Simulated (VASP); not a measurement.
Here is the system:

```
CELL_PARAMETERS angstrom
      0.00000     3.01006     3.01006
      3.01006     0.00000     3.01006
      3.01006     3.01006     0.00000
ATOMIC_POSITIONS crystal
  Li 0.25000 0.25000 0.25000
  Li 0.75000 0.75000 0.75000
  Se 0.00000 0.00000 0.00000
```

Computed with r2SCAN+rVV10, VASP's PBE PAW potentials (set 64) (plane waves; VASP). Settings: 520 eV cut-off, 7×7×7 Γ-centred mesh, Gaussian smearing of 0.050 eV, potentials Li_sv Se.

Give the stress tensor in GPa (positive for a compressed cell).

```
-1.19   0.00   0.00
 0.00  -1.19   0.00
 0.00   0.00  -1.19
```
The pressure is its mean diagonal, -1.19 GPa.

The compound is Li2Se in the antifluorite structure. This cell is one point of a volume scan, at 1.03 of the reference volume.
